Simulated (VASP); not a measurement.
These are PBE GGA with D3 dispersion (Becke-Johnson damping), VASP's PBE PAW potentials (set 64) (plane waves; VASP) values and carry that method's errors.

A VASP calculation is set up with these files.

**POSCAR**
```
Cs
1.0
 -3.0532931350   3.0532931350   3.0532931350
  3.0532931350  -3.0532931350   3.0532931350
  3.0532931350   3.0532931350  -3.0532931350
Cs
1
Cart
  0.0000000000   0.0000000000   0.0000000000
```

File KPOINTS:
```
Automatic mesh
0
Gamma
9 9 9
0 0 0
```

INCAR:
```
SYSTEM  =  Cs
PREC  =  Accurate; ENCUT  =  520; LREAL  =  .FALSE.
LASPH  =  .TRUE.
EDIFF  =  1E-7; NELM  =  100; ALGO  =  Normal
LMAXMIX  =  4
ISMEAR  =  1; SIGMA  =  0.1
GGA  =  PE; IVDW  =  12
ISIF  =  2
LWAVE  =  .FALSE.; LCHARG  =  .FALSE.
```

POTCAR, in this order: Cs_sv (PBE.64 set). Program: vasp_std.

Q: What will the output report for the number of irreducible k-points (NKPTS), largest plane-wave count, number of space-group operations, FFT grid (NGX, NGY, NGZ)?

A: 
```yaml
number of irreducible k-points (NKPTS): 35
largest_plane_wave_count: 3087
number_of_space_group_operations: 48
FFT grid (NGX, NGY, NGZ): 40 × 40 × 40
```

The compound is Cs in the bcc structure. This cell is one point of a volume scan, at 1.03 of the reference volume.
